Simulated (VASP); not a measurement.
All values below come from PBE GGA, VASP's PBE PAW potentials (set 64) (plane waves; VASP 6.6.1).

A VASP calculation is set up with these files.

INCAR:
```
# general
SYSTEM  = Ge
PREC    = Accurate
ENCUT   = 480
LREAL   = F   # projection in real space or not
LASPH   = T   # aspherical one-centre terms

# electronic loop
EDIFF   = 1E-7   # SCF stop (eV)
NELM    = 100
ALGO    = Normal   # blocked Davidson
LMAXMIX = 4

# smearing
ISMEAR  = 1
SIGMA   = 0.1   # width (eV)

# functional
GGA     = PE   # PBE

# ions
IBRION  = 2
NSW     = 40   # most ionic steps
ISIF    = 3
EDIFFG  = -0.01
PSTRESS = 20   # kbar

# output
LWAVE   = F
LCHARG  = F
```

### KPOINTS
```
Automatic mesh
0
Gamma
10 10 10
0 0 0
```

### POSCAR
```
Ge
1
    0.0000000000     2.8743122363     2.8743122363
    2.8743122363     0.0000000000     2.8743122363
    2.8743122363     2.8743122363     0.0000000000
Ge
2
Direct
  0.0000000000   0.0000000000   0.0000000000
  0.2500000000   0.2500000000   0.2500000000
```

POTCAR, in this order: Ge_d (PBE.64 set). Program: vasp_std.

The resulting files:

### OUTCAR
```
 ion  position               nearest neighbor table
   1  0.000  0.000  0.000-   2 2.49   2 2.49   2 2.49   2 2.49
   2  0.250  0.250  0.250-   1 2.49   1 2.49   1 2.49   1 2.49
  LATTYP: Found a face centered cubic cell.
 ALAT       =     5.7486244726
 Subroutine PRICEL returns:
 Original cell was already a primitive cell.
 Subroutine GETGRP returns: Found 48 space group operations
The static configuration has the point symmetry T_d .
 The point group associated with its full space group is O_h .
The dynamic configuration has the point symmetry T_d .
 Subroutine INISYM returns: Found 48 space group operations
 Subroutine IBZKPT returns following result:
 Found     47 irreducible k-points:

 Following reciprocal coordinates:
            Coordinates               Weight
  0.000000  0.000000  0.000000      1.000000
  0.100000  0.000000  0.000000      8.000000
  0.200000  0.000000  0.000000      8.000000
  0.300000  0.000000  0.000000      8.000000
  0.400000  0.000000  0.000000      8.000000
  0.500000  0.000000  0.000000      4.000000
  0.100000  0.100000  0.000000      6.000000
  0.200000  0.100000  0.000000     24.000000
...
```

File OSZICAR:
```
       N       E                     dE             d eps       ncg     rms          rms(c)
DAV:   1     0.156084106310E+03    0.15608E+03   -0.14835E+04  1736   0.403E+03
DAV:   2     0.106952313772E+02   -0.14539E+03   -0.14304E+03  1708   0.514E+02
DAV:   3    -0.849475271595E+01   -0.19190E+02   -0.18980E+02  1840   0.142E+02
DAV:   4    -0.909548338150E+01   -0.60073E+00   -0.59968E+00  1904   0.289E+01
DAV:   5    -0.910590168214E+01   -0.10418E-01   -0.10418E-01  1952   0.398E+00    0.301E+00
DAV:   6    -0.905891221439E+01    0.46989E-01   -0.20771E-02  1864   0.169E+00    0.180E+00
DAV:   7    -0.903094749872E+01    0.27965E-01   -0.51155E-02  1798   0.233E+00    0.155E-01
DAV:   8    -0.903265265398E+01   -0.17052E-02   -0.67454E-03  1974   0.129E+00    0.544E-02
DAV:   9    -0.903266275663E+01   -0.10103E-04   -0.27579E-04  2190   0.329E-01    0.194E-02
DAV:  10    -0.903270020776E+01   -0.37451E-04   -0.11394E-04  1786   0.150E-01    0.558E-03
DAV:  11    -0.903270168268E+01   -0.14749E-05   -0.11170E-05  2138   0.645E-02    0.206E-03
DAV:  12    -0.903270192569E+01   -0.24301E-06   -0.74366E-07  1798   0.124E-02    0.227E-04
DAV:  13    -0.903270187386E+01    0.51825E-07   -0.28672E-08  1122   0.246E-03
   1 F= -.84398431E+01 E0= -.84398467E+01  d E =-.843984E+01
       N       E                     dE             d eps       ncg     rms          rms(c)
DAV:   1    -0.947179577894E+01   -0.43909E+00   -0.62015E+00  2242   0.488E+01    0.404E+00
DAV:   2    -0.913015290037E+01    0.34164E+00   -0.50607E-01  2202   0.153E+01    0.198E+00
DAV:   3    -0.902434060335E+01    0.10581E+00   -0.16691E-01  2240   0.752E+00    0.512E-01
DAV:   4    -0.901660347738E+01    0.77371E-02   -0.18981E-02  2172   0.283E+00    0.113E-01
DAV:   5    -0.901640459302E+01    0.19888E-03   -0.10297E-03  1896   0.601E-01    0.678E-02
DAV:   6    -0.901641673236E+01   -0.12139E-04   -0.56454E-05  2142   0.133E-01    0.216E-03
DAV:   7    -0.901641850269E+01   -0.17703E-05   -0.43831E-06  2446   0.346E-02    0.240E-03
DAV:   8    -0.901641767557E+01    0.82713E-06   -0.13706E-06  2132   0.248E-02    0.620E-04
DAV:   9    -0.901641761724E+01    0.58320E-07   -0.13584E-08   904   0.147E-03
   2 F= -.84459175E+01 E0= -.84459241E+01  d E =-.607434E-02
       N       E                     dE             d eps       ncg     rms          rms(c)
DAV:   1    -0.906158542501E+01   -0.45168E-01   -0.54415E-01  2234   0.155E+01    0.114E+00
DAV:   2    -0.903366973303E+01    0.27916E-01   -0.38835E-02  2196   0.405E+00    0.571E-01
DAV:   3    -0.902473181482E+01    0.89379E-02   -0.15647E-02  2228   0.229E+00    0.133E-01
DAV:   4    -0.902409173912E+01    0.64008E-03   -0.18482E-03  2158   0.904E-01    0.295E-02
DAV:   5    -0.902408097453E+01    0.10765E-04   -0.14736E-04  2110   0.239E-01    0.221E-02
DAV:   6    -0.902407842412E+01    0.25504E-05   -0.12171E-05  2140   0.716E-02    0.631E-04
DAV:   7    -0.902407830973E+01    0.11439E-06   -0.59195E-07  2022   0.117E-02    0.958E-04
DAV:   8    -0.902407842105E+01   -0.11133E-06   -0.12630E-07   960   0.768E-03    0.226E-04
DAV:   9    -0.902407843723E+01   -0.16177E-07   -0.92167E-09   846   0.134E-03
   3 F= -.84472104E+01 E0= -.84472243E+01  d E =-.736724E-02
```

**OUTCAR**
```
------------------------ aborting loop because EDIFF is reached ----------------------------------------
  FORCE on cell =-STRESS in cart. coord.  units (eV):
  Direction    XX          YY          ZZ          XY          YZ          ZX
  --------------------------------------------------------------------------------------
  Total        0.5819291      0.5819291      0.5819291      0.0000000      0.0000000     -0.0000000
  in kB       20.1754660     20.1754660     20.1754660      0.0000000      0.0000000     -0.0000000
  external PRESSURE =       0.1754660 kB  Pullay stress =      20.0000000 kB
  volume of cell :       46.21
      direct lattice vectors                 reciprocal lattice vectors
     0.000000000  2.848234227  2.848234227    -0.175547360  0.175547360  0.175547360
     2.848234227 -0.000000000  2.848234227     0.175547360 -0.175547360  0.175547360
     2.848234227  2.848234227 -0.000000000     0.175547360  0.175547360 -0.175547360
 POSITION                                       TOTAL-FORCE (eV/Angst)
 -----------------------------------------------------------------------------------
      0.00000      0.00000      0.00000         0.000000      0.000000      0.000000
      1.42412      1.42412      1.42412        -0.000000     -0.000000     -0.000000
 -----------------------------------------------------------------------------------
    total drift:                                0.000000      0.000000      0.000000
  FREE ENERGIE OF THE ION-ELECTRON SYSTEM (eV)
  ---------------------------------------------------
  free  energy   TOTEN  =        -9.0240784372 eV

  energy  without entropy=       -9.0241202339  energy(sigma->0) =       -9.02409237
  enthalpy is  TOTEN    =        -8.4472103531 eV   P V=        0.5768680841

 reached required accuracy - stopping structural energy minimisation
```
(Selected blocks of OUTCAR.)

File CONTCAR:
```
Ge
   1.00000000000000
     0.0000000000000000    2.8482342265977083    2.8482342265977083
     2.8482342265977083   -0.0000000000000000    2.8482342265977083
     2.8482342265977083    2.8482342265977083   -0.0000000000000000
  Ge
     2
Direct
     0.0000000000000000    0.0000000000000000    0.0000000000000000
     0.2500000000000000    0.2500000000000000    0.2500000000000000
```

Energy and stress use the plane-wave basis of the starting cell.

The compound is Ge in the diamond structure. This run relaxes it under an external pressure of 2 GPa. Symmetry was kept, so distortions that lower it aren't found.
